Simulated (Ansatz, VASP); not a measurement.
## CuGeW (CuGeW in the AlB2 type): VASP beside Ansatz

Wanted: the spread between two codes on one cell, functional and k mesh. The cell is generated by rule, not measured, and may not be a known phase. Of the first pair: The two relaxations start from unlike cells of this crystal (the structure described is Ansatz's start), so only their ends are compared.

Method: plane waves, with VASP 6.6.1 beside it; PBEsol, in Ansatz 0.2.0.

## Step 1: The starting structure

The structure is hexagonal, space group P-6m2 (No. 187). Conventional cell: a = 3.806 Å, b = 3.806 Å, c = 3.996 Å, α = 90.00°, β = 90.00°, γ = 120.00°. W has 6 Cu at 2.97 Å and 6 Ge at 2.97 Å nearest. Ge has 3 Cu at 2.20 Å and 6 W at 2.97 Å nearest. Cu has 3 Ge at 2.20 Å and 6 W at 2.97 Å nearest. Farther neighbours are not listed.

## Step 2: Ansatz: relaxation of cell and atoms, PBEsol

Ansatz runs on its PAW soft_1 files.

The relaxed volume is the usual yardstick between codes: in a stiff, nearly cubic crystal its relative difference is about their pressure difference at one cell divided by the bulk modulus.

Input file input.yaml:

```yaml
crystal:
  lattice:
    - [3.80614, 0.0, 0.0]
    - [-1.90307, 3.29621, 0.0]
    - [0.0, 0.0, 3.99644]
  atoms:
    - { symbol: W, position: [0.0, 0.0, 0.0] }
    - { symbol: Ge, position: [0.33333333, 0.66666667, 0.5] }
    - { symbol: Cu, position: [0.66666667, 0.33333333, 0.5] }
kpoints:
  mp_grid: { grid: [6, 6, 6] }
hamiltonian:
  xc: pbesol
  pseudopotentials: { kind: paw, azcp: { folder: soft_1 }, xc_functional: pbe }
scf:
  occupations: { method: gaussian, width: 0.1 }
output:
  forces: true
  stress: true
  eigenvalues: true
relax:
  adjacent_minimum: "off"
  f_tol: 0.05
  max_steps: 80
  cell: { stress_tol: 0.5 }
```

Launch:

```
ansatz run input.yaml --threads 4 --pin off --max-ram 12288MiB --backend cpu --events-out ev --progress --plain --runs-dir out
```

Numbers of over 12 decimals in the logs are rounded to 6 here.

The program printed:

```text
The last accepted step is kept in <dir> (removed where the run ends without a failure and the disk answers)
Engine: ansatz 0.2.0, aarch64-unknown-linux-gnu
Pseudopotentials: kind: paw
Pseudopotential: W, paw, valence charge 14, recommended cutoff 420 eV (normal), soft_1/W.paw.azcp
Pseudopotential: Ge, paw, valence charge 14, recommended cutoff 420 eV (normal), soft_1/Ge.paw.azcp
Pseudopotential: Cu, paw, valence charge 19, recommended cutoff 420 eV (normal), soft_1/Cu.paw.azcp
Functional definition: PBEsol
  exchange = pbesol_x
  correlation = pbesol_c
Crystal: 3 atoms, lattice volume = 50.139 Å³
Basis set: ecut = 420 eV, 985 PW (Γ), exchange–correlation on 54×54×54 points (8 copies of the dense FFT grid, shifted against one another)
Bands: 29, of which v1, the nominal top of the filled ones, is band 24 counted from 1 (23 counted from 0)
Symmetry: 12 space group operations
Space group: P-6m2 (ITA 187), of the structure as read, at distance tolerance 3.7e-5 Å
k-points: 28 of 216 (time reversal used)
Non-local potential: W, projectors of the file, l = 0: 3, l = 1: 2, l = 2: 2, l = 3: 1
Non-local potential: Ge, projectors of the file, l = 0: 2, l = 1: 2, l = 2: 3, l = 3: 1
Non-local potential: Cu, projectors of the file, l = 0: 3, l = 1: 2, l = 2: 3, l = 3: 1
PAW form: soft (Blöchl's): semilocal exchange-correlation on the pseudo side does not see the compensation charge
PAW frozen core: W, regenerated for the run's functional, and the local potential with it (the file was generated under x = pbe(κ = 0.804, μ = 0.219515), c = pbe(β = 0.066725))
PAW frozen core: Ge, regenerated for the run's functional, and the local potential with it (the file was generated under x = pbe(κ = 0.804, μ = 0.219515), c = pbe(β = 0.066725))
PAW frozen core: Cu, regenerated for the run's functional, and the local potential with it (the file was generated under x = pbe(κ = 0.804, μ = 0.219515), c = pbe(β = 0.066725))
PAW one-centre angular grid: W, 590 points (default); XC on 64 Gauss nodes
PAW one-centre angular grid: Ge, 590 points (default); XC on 64 Gauss nodes
PAW one-centre angular grid: Cu, 590 points (default); XC on 64 Gauss nodes
Initial density: superposition of atomic densities (chi_scale 0.1, normalization cell, long waves kept (reshape's long-wave potential 0.00 eV rms))
Initial wavefunctions: pseudopotential atomic-orbital guess
Functional: x = pbesol(κ = 0.804, μ = 0.123457), c = pbesol(β = 0.046)
SCF iter   1: F=—  HF=-21098.576339 eV  |F-HF|=—  |Δ(HF+E_count)|=         —  Δρ=1.15e-1  dr2=6.72e0  ethr=3.10e-3  ⟨swp⟩=4.8  Hψ=2800  notcnv=0
preconditioner: auto → Resta (q_TF=auto, 2.699 Å⁻¹)  ε∞=5.4  [insulator: Δε(μ)=0.109 eV  Ē_g=13.980 eV  σ=0.100 eV  W_gap=0.50  n_scr=20 (ndim 8)  ℏωp=29.2 eV  f_vac=0.000  D(μ)=2.39/eV (n_scr^D=20)  ε∞_Penn≈5.4]
SCF iter   2: F=—  HF=-21097.449090 eV  |F-HF|=—  |Δ(HF+E_count)|=    1.13e0  Δρ=3.82e-2  dr2=1.40e0  ethr=3.10e-3  ⟨swp⟩=2.0  Hψ=1427  notcnv=0  defer=14
preconditioner: auto → Kerker (q_TF=auto, 2.699 Å⁻¹)  [metal: Δε(μ)=0.023 eV  Ē_g=13.818 eV  σ=0.100 eV  W_gap=0.13  n_scr=20 (ndim 8)  ℏωp=29.2 eV  f_vac=0.000  D(μ)=2.62/eV (n_scr^D=20)]
SCF iter   3: F=—  HF=-21097.197426 eV  |F-HF|=—  |Δ(HF+E_count)|=   2.52e-1  Δρ=3.64e-2  dr2=4.78e-1  ethr=2.97e-3  ⟨swp⟩=2.1  Hψ=1166  notcnv=0  defer=13
SCF iter   4: F=—  HF=-21097.103989 eV  |F-HF|=—  |Δ(HF+E_count)|=   9.34e-2  Δρ=5.02e-3  dr2=1.03e-2  ethr=1.02e-3  ⟨swp⟩=2.0  Hψ=1268  notcnv=0  defer=15
SCF iter   5: F=—  HF=-21097.107269 eV  |F-HF|=—  |Δ(HF+E_count)|=   3.28e-3  Δρ=2.01e-3  dr2=4.15e-3  ethr=2.19e-5  ⟨swp⟩=2.0  Hψ=1462  notcnv=0  defer=15
SCF iter   6: F=—  HF=-21097.106820 eV  |F-HF|=—  |Δ(HF+E_count)|=   4.49e-4  Δρ=1.01e-3  dr2=6.25e-4  ethr=8.83e-6  ⟨swp⟩=2.0  Hψ=1239  notcnv=0  defer=15
SCF iter   7: F=—  HF=-21097.106432 eV  |F-HF|=—  |Δ(HF+E_count)|=   3.88e-4  Δρ=5.51e-4  dr2=2.29e-4  ethr=1.33e-6  ⟨swp⟩=2.0  Hψ=976  notcnv=0  defer=15
SCF iter   8: F=—  HF=-21097.106380 eV  |F-HF|=—  |Δ(HF+E_count)|=   5.21e-5  Δρ=1.09e-4  dr2=4.38e-6  ethr=4.87e-7  ⟨swp⟩=2.2  Hψ=1025  notcnv=0  defer=15
SCF iter   9: F=—  HF=-21097.106385 eV  |F-HF|=—  |Δ(HF+E_count)|=   5.27e-6  Δρ=2.48e-5  dr2=4.70e-7  ethr=9.32e-9  ⟨swp⟩=2.0  Hψ=1393  notcnv=0  defer=15
SCF iter  10: F=-21097.106385 eV  HF=-21097.106385 eV  |F-HF|=3.69e-8  |Δ(HF+E_count)|=   1.21e-7  Δρ=5.87e-6  dr2=3.17e-8  ethr=2.13e-10  ⟨swp⟩=6.9  Hψ=2971  notcnv=0
SCF 1 converged in 10 iterations: F = -21097.106385 eV  dr2 = 3.17e-8
  greatest PAW one-centre occupation: 1.000 electrons in one spin orbital (limit 2), on the Cu atom at site 2 (counted from 0), in its partial waves of l = 0
[...]
Crystal: 3 atoms, lattice volume = 42.018 Å³
Basis set: ecut = 420 eV, 831 PW (Γ), exchange–correlation on 54×54×54 points (8 copies of the dense FFT grid, shifted against one another)
iter 1 solved again at ethr=1.78e-4 eV; its pass at ethr=3.10e-3 eV (dr2=8.37e-2 eV) is discarded
SCF iter   1: F=—  HF=-21099.033710 eV  |F-HF|=—  |Δ(HF+E_count)|=         —  Δρ=1.57e-2  dr2=8.73e-2  ethr=1.78e-4  ⟨swp⟩=1.9  Hψ=5065  notcnv=0
preconditioner: auto → none  [metal: Δε(μ)=0.069 eV  Ē_g=14.529 eV  σ=0.100 eV  W_gap=0.34  n_scr=8 (ndim 8)  ℏωp=31.9 eV  f_vac=0.000  D(μ)=1.78/eV (n_scr^D=8)]
SCF iter   2: F=—  HF=-21099.021284 eV  |F-HF|=—  |Δ(HF+E_count)|=   1.24e-2  Δρ=2.33e-3  dr2=1.40e-3  ethr=1.78e-4  ⟨swp⟩=2.0  Hψ=1075  notcnv=0
SCF iter   3: F=—  HF=-21099.020776 eV  |F-HF|=—  |Δ(HF+E_count)|=   5.09e-4  Δρ=8.89e-4  dr2=3.00e-4  ethr=2.97e-6  ⟨swp⟩=2.1  Hψ=1298  notcnv=0
SCF iter   4: F=—  HF=-21099.020761 eV  |F-HF|=—  |Δ(HF+E_count)|=   1.49e-5  Δρ=3.07e-4  dr2=9.35e-6  ethr=6.38e-7  ⟨swp⟩=2.0  Hψ=1243  notcnv=0
SCF iter   5: F=—  HF=-21099.020782 eV  |F-HF|=—  |Δ(HF+E_count)|=   2.10e-5  Δρ=7.33e-5  dr2=1.80e-6  ethr=1.99e-8  ⟨swp⟩=2.2  Hψ=1466  notcnv=0
SCF iter   6: F=-21099.020782 eV  HF=-21099.020782 eV  |F-HF|=4.89e-8  |Δ(HF+E_count)|=   3.63e-7  Δρ=1.07e-5  dr2=3.68e-8  ethr=6.38e-10  ⟨swp⟩=6.8  Hψ=4902  notcnv=0
SCF 9 converged in 6 iterations: F = -21099.020782 eV  dr2 = 3.68e-8
relax step   9: F+E_penalty+E_count = -21099.02078193 eV  Δ(F+E_penalty+E_count) = -1.779e-2 eV  max|allowed force component| = 7.864e-17 eV/Å  Δτ_max = 0.0000 Å  P = -4.432 GPa  Ω = 42.018 Å³  energy of the carried Pulay correction = +3.496e-3 eV  (6 SCF iters, dr2 threshold 3.00e-7 eV, accepted)
[...]
relax step  10: F+E_penalty+E_count = -21099.03401764 eV  Δ(F+E_penalty+E_count) = -1.324e-2 eV  max|allowed force component| = 1.234e-17 eV/Å  Δτ_max = 0.0000 Å  P = -0.010 GPa  Ω = 41.139 Å³  energy of the carried Pulay correction = +3.974e-3 eV  (6 SCF iters, dr2 threshold 3.00e-7 eV, accepted)
[...]
relax step  11: F+E_penalty+E_count = -21099.03986620 eV  Δ(F+E_penalty+E_count) = -5.849e-3 eV  max|allowed force component| = 1.542e-17 eV/Å  Δτ_max = 0.0000 Å  P = +0.204 GPa  Ω = 41.139 Å³  stress off target by 3.93e-1 GPa  SCF on the basis re-selected at this cell (its energy is not comparable with the rows above)  (6 SCF iters)
basis re-selected at this cell: Δ(F+E_penalty+E_count) = -5.849e-3 eV, ΔP = +0.214 GPa vs the last step (what re-selecting the basis moved, of the pressure what is left beyond the Pulay correction that the steps carried, after the strain that the cell walked since its last selection, with what the two solves' SCF thresholds leave and, on support functions, any second-order correction that the steps lacked; it is no measure of the basis error at this ecutwfc). The dense FFT grid was sized anew with the basis: this SCF ran on 30×30×20 points, the steps before it on 27×27×27, so part of this shift can come from that change (see relax.cell in the input reference). [rest of the remark cut]
SCF converged after 6 iterations
Free energy (F): -21099.039866 eV
Harris-Foulkes:  -21099.039866 eV  (|F-HF|=2.00e-10)
Internal energy: -21099.031412 eV  (E = F + TS)
E sigma→0 (E₀):  -21099.035639 eV
Entropy (-TS):   -0.008454 eV (-2.818 meV/atom)
Fermi energy:    18.973646 eV
--- Per-component energies (eV) ---
  E_band       = -476.540488
  E_kinetic    = 781.552793
  E_local      = -7065.012104  (includes V_loc(G=0)·N_el)
  E_nonlocal   = 1087.325535
  E_hartree    = 3150.969501
  E_xc         = -407.653545
  E_vxc        = -388.096850  (∫ρ·V_xc dr)
  E_paw        = -12201.815358  (= ΣΔE_a)
  E_vpaw       = -1194.249973  (= ΣTr[D̂ρ^β])
  E_aug_tail   = 0.001163  (compensation charges beyond the density's cutoff)
  E_ewald      = -6445.745396
  E_core_change = 1.345998  (= ΣΔE_core)
  E_smearing   = -0.008454  (= −TS)
  E_closure    = -0.000000  (closes the sum)
  Σ components = -21099.039866   (vs F -21099.039866, Δ=0.00e0)
--- Forces (eV/Å), atoms counted from 1 ---
  atom   1  W      0.00000000    -0.00000000     0.00000000
  atom   2  Ge     0.00000000     0.00000000     0.00000000
  atom   3  Cu     0.00000000     0.00000000     0.00000000
  max |Σ_I F_I| component: 2.31e-17 eV/Å
--- Stress (GPa, compression-positive) ---
        0.393185       0.000000       0.000000
        0.000000       0.393185       0.000000
        0.000000       0.000000      -0.173736
  P = ⅓ Tr σ = 0.2042 GPa (2.042 kbar)
--- Band table (eV; the first three rows and the last of 28) ---
  k-point 0: bands = [... 20 lower, 15.6524, 15.6524, 18.8324, 21.2524, 21.2524, 21.4795, 21.4795, 25.1569, ... 1 higher]
  k-point 1: bands = [... 20 lower, 16.2801, 16.3511, 18.9913, 18.9913, 19.0943, 21.9320, 23.8485, 23.8485, ... 1 higher]
  k-point 2: bands = [... 20 lower, 17.3639, 17.3639, 17.7242, 17.7242, 20.0774, 21.6150, 22.6145, 22.6145, ... 1 higher]
  k-point 27: bands = [... 20 lower, 16.6481, 16.8722, 17.0616, 19.5717, 20.0703, 20.8483, 21.2399, 22.9464, ... 1 higher]
--- Relaxed structure (10 steps of the walk, 10 accepted, 1 SCFs on fresh bases) ---
  F+E_penalty+E_count = -21099.03986620 eV   max|allowed force component| = 1.542e-17 eV/Å   (the final SCF, on the basis selected at the relaxed cell)
  cell:  # Å, volume = 41.1392 Å³
    - [4.197818, 0, 0.0]
    - [-2.098909, 3.635417, 0.0]
    - [0.0, 0.0, 2.695738]
  atoms:
    - { symbol: W, position: [0, 0, 0.0] }
    - { symbol: Ge, position: [0.333333, 0.666667, 0.500000] }
    - { symbol: Cu, position: [0.666667, 0.333333, 0.500000] }
```

In the SCF lines HF is the Harris–Foulkes energy and dr2 the Hartree energy of the density residual, in eV; the loop may stop once dr2 is under the threshold and the program's other checks hold. Hψ counts applications of the Hamiltonian.

[end of part 1 of 2]

[Lines on the potential files, build, host, timing and source positions are cut from VASP's logs without a mark.]

[Logs are printed without paths, hosts, clocks, repeated set-up lines and the standing remarks that a program may print on its own settings, such as how far it seeks lower states.]

[Hosts, paths, dates, database ids (printed as entryN), source tags and the programs' standing remarks are cut or masked in the printed files.]
